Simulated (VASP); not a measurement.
# Hf2Ga with and without spin-orbit coupling, part 4 of 4

Aim: run bands, DOS and a relaxation of Hf2Ga twice, without and with spin-orbit coupling. All runs use PBEsol. Left out of this account: 1 further run (self-consistent run: a reference on another mesh). The start is a cell from a database of measured crystal structures.

VASP 6.6.1, plane waves and PAW; the level of theory is named at each step.

Still holding for the runs below: The k-mesh is coarse for a metal.

So far. Step 5 (Total and projected DOS (PBEsol + SOC)): The DOS at the Fermi level goes from 6.83 to 6.73 states/eV/cell, a number that is sensitive to the mesh. The run took 4.5 times the core time, with 80 spinor bands against 50. Of the states within 0.3 eV of the Fermi level, the largest shares in the PAW spheres are Hf d 47 %, Hf p 10 % and Ga p 7 %. The rest lies in smaller channels or between the spheres.

### Step 7. Full relaxation (PBEsol + SOC)

This step: PBEsol, spin-orbit coupling; plane waves and PAW (Hf_pv, Ga_d) (VASP 6.6.1).

The same relaxation with spinors and spin-orbit coupling.

INCAR

```
SYSTEM = Hf2Ga
PREC = Accurate
ENCUT = 400
EDIFF = 1E-06
NELM = 100
ISMEAR = -1
SIGMA = 0.05
LREAL = .FALSE.
ALGO = Normal
GGA = PS
LNONCOLLINEAR = .TRUE.
MAGMOM = 0 0 0 0 0 0 0 0 0 0 0 0 0 0 0 0 0 0
NBANDS = 80
GGA_COMPAT = .FALSE.
LASPH = .TRUE.
LSORBIT = .TRUE.
LMAXMIX = 4
LORBIT = 11
LWAVE = .FALSE.
LCHARG = .FALSE.
KPAR = 4
IBRION = 2
NSW = 60
ISIF = 3
EDIFFG = -0.01
```

POSCAR

```
Hf2Ga
1.0
   -3.3450000000      3.3450000000      2.6470000000
    3.3450000000     -3.3450000000      2.6470000000
    3.3450000000      3.3450000000     -2.6470000000
Hf Ga
4 2
Direct
    0.6600000000      0.1600000000      0.8200000000
    0.1600000000      0.3400000000      0.5000000000
    0.3400000000      0.8400000000      0.1800000000
    0.8400000000      0.6600000000      0.5000000000
    0.2500000000      0.2500000000      0.0000000000
    0.7500000000      0.7500000000      0.0000000000
```

KPOINTS

```
Automatic mesh
0
Gamma
6 6 6
0 0 0
```

The projector-augmented-wave data sets are Hf_pv and Ga_d (PBE family, release 64).

Launch:

```sh
mpirun -np 4 vasp_ncl
```

The program printed:

```text
[... set-up lines as in an earlier step ...]
 entering main loop
       N       E                     dE             d eps       ncg     rms          rms(c)
[... 14 cycles as in an earlier step ...]
   1 F= -.53959615E+02 E0= -.53934099E+02  d E =-.539596E+02  mag=    -0.0000     0.0000     0.0000
 curvature:   0.00 expect dE= 0.000E+00 dE for cont linesearch  0.000E+00
 trial: gam= 0.00000 g(F)=  0.703E-01 g(S)=  0.236E+00 ort = 0.000E+00 (trialstep = 0.100E+01)
 search vector abs. value=  0.306E+00
 bond charge predicted
       N       E                     dE             d eps       ncg     rms          rms(c)
DAV:   1    -0.565150001413E+02   -0.25554E+01   -0.60003E+01  5928   0.613E+01    0.203E+01
DAV:   2    -0.545962057378E+02    0.19188E+01   -0.72647E+00  6496   0.297E+01    0.591E+00
DAV:   3    -0.541504522221E+02    0.44575E+00   -0.64589E-01  5312   0.444E+00    0.353E+00
DAV:   4    -0.540529898273E+02    0.97462E-01   -0.12542E-01  7488   0.183E+00    0.156E+00
DAV:   5    -0.540163141728E+02    0.36676E-01   -0.18168E-02  6192   0.907E-01    0.941E-01
DAV:   6    -0.540094474888E+02    0.68667E-02   -0.60809E-03  7000   0.492E-01    0.378E-01
DAV:   7    -0.540093544105E+02    0.93078E-04   -0.72453E-04  5632   0.174E-01    0.183E-01
DAV:   8    -0.540093587580E+02   -0.43475E-05   -0.69318E-05  7648   0.440E-02    0.800E-02
DAV:   9    -0.540093614946E+02   -0.27365E-05   -0.62125E-06  5712   0.171E-02    0.180E-02
DAV:  10    -0.540093627325E+02   -0.12379E-05   -0.10788E-06  3816   0.887E-03    0.510E-03
DAV:  11    -0.540093628144E+02   -0.81926E-07   -0.18873E-07  3040   0.290E-03
   2 F= -.54009363E+02 E0= -.53989498E+02  d E =-.497478E-01  mag=     0.0000    -0.0000    -0.0000
[...]
3 F= -.54053142E+02 E0= -.54030482E+02  d E =-.935272E-01  mag=     0.0000     0.0000    -0.0000
[...]
4 F= -.54092997E+02 E0= -.54072146E+02  d E =-.398553E-01  mag=     0.0000    -0.0000     0.0000
[...]
5 F= -.54094953E+02 E0= -.54074383E+02  d E =-.418109E-01  mag=     0.0000    -0.0000    -0.0000
[...]
6 F= -.54098806E+02 E0= -.54078193E+02  d E =-.385310E-02  mag=     0.0000    -0.0000     0.0000
[...]
7 F= -.54098960E+02 E0= -.54078296E+02  d E =-.400660E-02  mag=    -0.0000     0.0000     0.0000
[...]
8 F= -.54098996E+02 E0= -.54078542E+02  d E =-.366408E-04  mag=     0.0000     0.0000     0.0000
 trial-energy change:   -0.000037  1 .order    0.000027   -0.001192    0.001246
 step:   0.5384(harm=  0.4986)  dis= 0.00029  next Energy=   -54.099284 (dE=-0.324E-03)
 bond charge predicted
       N       E                     dE             d eps       ncg     rms          rms(c)
DAV:   1    -0.541016397981E+02   -0.26438E-02   -0.54676E-02  5952   0.190E+00    0.649E-01
DAV:   2    -0.540999007444E+02    0.17391E-02   -0.57814E-03  6528   0.713E-01    0.196E-01
DAV:   3    -0.540994333569E+02    0.46739E-03   -0.62197E-04  5488   0.150E-01    0.119E-01
DAV:   4    -0.540993290928E+02    0.10426E-03   -0.12996E-04  7336   0.611E-02    0.471E-02
DAV:   5    -0.540992854274E+02    0.43665E-04   -0.25237E-05  6400   0.353E-02    0.239E-02
DAV:   6    -0.540992787932E+02    0.66342E-05   -0.72733E-06  5408   0.168E-02    0.119E-02
DAV:   7    -0.540992784457E+02    0.34745E-06   -0.88313E-07  3616   0.769E-03
   9 F= -.54099278E+02 E0= -.54078728E+02  d E =-.318772E-03  mag=    -0.0000     0.0000    -0.0000
 curvature:  -0.29 expect dE=-0.172E-05 dE for cont linesearch -0.274E-07
 trial: gam= 0.01582 g(F)=  0.511E-05 g(S)=  0.770E-06 ort =-0.114E-04 (trialstep = 0.923E+00)
 search vector abs. value=  0.587E-05
 reached required accuracy - stopping structural energy minimisation
```

It took 10 min on 4 MPI ranks of Intel Xeon 6975P-C (Granite Rapids), shared host; peak memory 2.4 GiB.

From OUTCAR (step 7):

```text
   NELECT =      66.0000    total number of electrons

 E-fermi :   5.0603

 k-point     1 :       0.0000    0.0000    0.0000
  band No.  band energies     occupation
    ...
     64       4.4298      1.00000
     65       4.5582      0.99996
     66       4.5582      0.99996
     67       4.6207      0.99985
     68       4.6207      0.99985
     69       6.8785      0.00000
     70       6.8785      0.00000
     71       7.2422      0.00000
     72       7.2422      0.00000
     73       7.6297      0.00000
    ...

  Total       -0.0017601     -0.0017601      0.0094646      0.0000000      0.0000000      0.0000000
  in kB       -0.0247389     -0.0247389      0.1330326      0.0000000      0.0000000      0.0000000
  external PRESSURE =       0.0278516 kB  Pullay stress =       0.0000000 kB

 POSITION                                       TOTAL-FORCE (eV/Angst)
 -----------------------------------------------------------------------------------
      1.01536      4.31591     -0.00000        -0.003638     -0.003638      0.000000
      2.28518      1.01536      0.00000         0.003638     -0.003638     -0.000000
      2.28518     -1.01536      2.61592         0.003638      0.003638     -0.000000
      1.01536      2.28518      2.61592        -0.003638      0.003638     -0.000000
      0.00000      0.00000      1.30796        -0.000000      0.000000     -0.000000
      0.00000      0.00000      3.92389        -0.000000     -0.000000     -0.000000
 -----------------------------------------------------------------------------------
    total drift:                                0.000000     -0.000000      0.000000

  FREE ENERGIE OF THE ION-ELECTRON SYSTEM (eV)
  ---------------------------------------------------
  free  energy   TOTEN  =       -54.0992784457 eV

  energy  without entropy=      -54.0581785030  energy(sigma->0) =      -54.07872847

 Spin-Orbit-Coupling matrix elements
 Ion:    1  E_soc:     -1.3486405
 Ion:    2  E_soc:     -1.3486405
 Ion:    3  E_soc:     -1.3486405
 Ion:    4  E_soc:     -1.3486405
 Ion:    5  E_soc:     -0.0147719
 Ion:    6  E_soc:     -0.0147719

 magnetization (x)
# of ion       s       p       d       tot
------------------------------------------
    1        0.000   0.000  -0.000  -0.000
    2        0.000   0.000   0.000   0.000
    3        0.000   0.000  -0.000  -0.000
    4        0.000   0.000   0.000   0.000
    5       -0.000  -0.000  -0.000  -0.000
    6        0.000  -0.000  -0.000  -0.000
--------------------------------------------------
tot          0.000   0.000  -0.000   0.000

 magnetization (y)
# of ion       s       p       d       tot
------------------------------------------
    1       -0.000   0.000   0.000   0.000
    2        0.000  -0.000  -0.000  -0.000
    3       -0.000   0.000   0.000   0.000
    4        0.000  -0.000  -0.000  -0.000
    5        0.000   0.000   0.000   0.000
    6        0.000   0.000   0.000   0.000
--------------------------------------------------
tot         -0.000  -0.000   0.000  -0.000

 magnetization (z)
# of ion       s       p       d       tot
------------------------------------------
    1       -0.000   0.000  -0.000  -0.000
    2       -0.000   0.000   0.000  -0.000
    3       -0.000   0.000   0.000   0.000
    4       -0.000   0.000   0.000  -0.000
    5        0.000   0.000   0.000   0.000
    6        0.000   0.000   0.000   0.000
--------------------------------------------------
tot         -0.000   0.000  -0.000  -0.000

[... 9 parts as in an earlier step ...]

[... 9 further parts left out ...]
```

CONTCAR:

```
Hf2Ga
   1.00000000000000
    -3.3005466555188629    3.3005466555188629    2.6159244092715812
     3.3005466555188629   -3.3005466555188629    2.6159244092715812
     3.3005466555188629    3.3005466555188629   -2.6159244092715812
  Hf              Ga
     4     2
Direct
     0.6538176848357351    0.1538176848357350    0.8076353696714771
     0.1538176848357350    0.3461823151642650    0.5000000000000000
     0.3461823151642650    0.8461823151642649    0.1923646303285228
     0.8461823151642649    0.6538176848357351    0.5000000000000000
     0.2500000000000000    0.2500000000000000    0.0000000000000000
     0.7500000000000000    0.7500000000000000    0.0000000000000000
```

The steps of the relaxation:

```tsv
step	energy less that of the first step (eV)	largest force (eV/Å)	pressure (GPa)	volume (Å³)
1	0.0000	0.6037	-4.15	118.47
2	-0.0497	0.4320	5.28	109.91
3	-0.0935	0.5184	1.16	113.29
4	-0.1334	0.1406	0.39	113.67
5	-0.1353	0.0290	0.19	113.78
6	-0.1392	0.0092	-0.17	114.17
7	-0.1393	0.0043	-0.30	114.27
8	-0.1394	0.0057	0.31	113.74
9	-0.1397	0.0051	0.00	113.99
```

```tsv
conventional cell, symmetrised	before	after	change
a (Å)	6.690	6.601	-1.3 %
b (Å)	6.690	6.601	-1.3 %
c (Å)	5.294	5.232	-1.2 %
volume (Å³/atom)	19.74	19.00	-3.8 %
```

The atoms that moved most (Å, as changes of fractional coordinates times the final cell):

```tsv
atom	dx	dy	dz	length
Hf4	-0.041	0.041	0.000	0.058
Hf2	0.041	-0.041	0.000	0.058
Hf3	0.041	0.041	0.000	0.058
Hf1	-0.041	-0.041	0.000	0.058
```

The relaxed structure:

```cif
data_structure
_symmetry_space_group_name_H-M 'P 1'
_symmetry_Int_Tables_number 1
_cell_length_a 5.3507
_cell_length_b 5.3507
_cell_length_c 5.3507
_cell_angle_alpha 103.828
_cell_angle_beta 103.828
_cell_angle_gamma 121.465
_cell_volume 113.99
loop_
_atom_site_label
_atom_site_type_symbol
_atom_site_fract_x
_atom_site_fract_y
_atom_site_fract_z
_atom_site_occupancy
Hf1 Hf 0.65382 0.15382 0.80764 1
Hf2 Hf 0.15382 0.34618 0.50000 1
Hf3 Hf 0.34618 0.84618 0.19236 1
Hf4 Hf 0.84618 0.65382 0.50000 1
Ga5 Ga 0.25000 0.25000 0.00000 1
Ga6 Ga 0.75000 0.75000 0.00000 1
```

Numbers from this step:

| Property | Result |
| --- | --- |
| bands | 80 |
| free energy (TOTEN) | -54.0993 eV |
| energy at zero smearing | -54.0787 eV |
| Fermi energy | 5.060 eV |
| pressure | 0.002785 GPa |
| SCF cycles over all ionic steps | 79 |

On-site spin-orbit energy by atom:

```tsv
atom	on-site spin-orbit energy (eV)
Hf1	-1.35
Hf2	-1.35
Hf3	-1.35
Hf4	-1.35
Ga5	-0.01
Ga6	-0.01
```

The cell ends at 19.00 Å³/atom, -0.2 % from the run without the coupling. The run took 5.1 times the core time, with 80 spinor bands against 40.

The cell shrank by 3.8 % in volume. First to last step the energy falls by 0.140 eV; the largest move, 0.06 Å, is that of Hf4 and 3 other atoms alike.

### Step 8. Side by side

| quantity | without | with spin-orbit coupling |
| --- | --- | --- |
| gap (eV) | none | none |
| core minutes, bands | 4.9 | 27 |
| DOS at the Fermi level (states/eV/cell) | 6.83 | 6.73 |
| core minutes, DOS | 1.7 | 7.9 |
| relaxed volume (Å³/atom) | 19.03 | 19.00 |
| core minutes, relaxation | 8.1 | 42 |

### Step 9. Outcome

| Quantity | Value |
| --- | --- |
| gap (eV), without → with | none → none |
| DOS at the Fermi level (states/eV/cell), without → with | 6.83 → 6.73 |
| relaxed volume (Å³/atom), without → with | 19.03 → 19.00 |

In words: Hf2Ga has no gap with or without spin-orbit coupling. The relaxed volume moves by -0.2 %. The spinor runs cost 4.5 to 5.5 times as much, on a shared host. The k-sampling is coarse for a metal, so the Fermi level, pressures and the shape of the cell carry errors.

[Lines on the potential files, build, host, timing and source positions are cut from VASP's logs without a mark.]

[Logs are printed without paths, hosts, clocks, repeated set-up lines and the standing remarks that a program may print on its own settings, such as how far it seeks lower states.]

[Hosts, paths, dates, database ids (printed as entryN), source tags and the programs' standing remarks are cut or masked in the printed files.]

[A measured line is paired with the nearest computed mode of its activity, which favours agreement.]
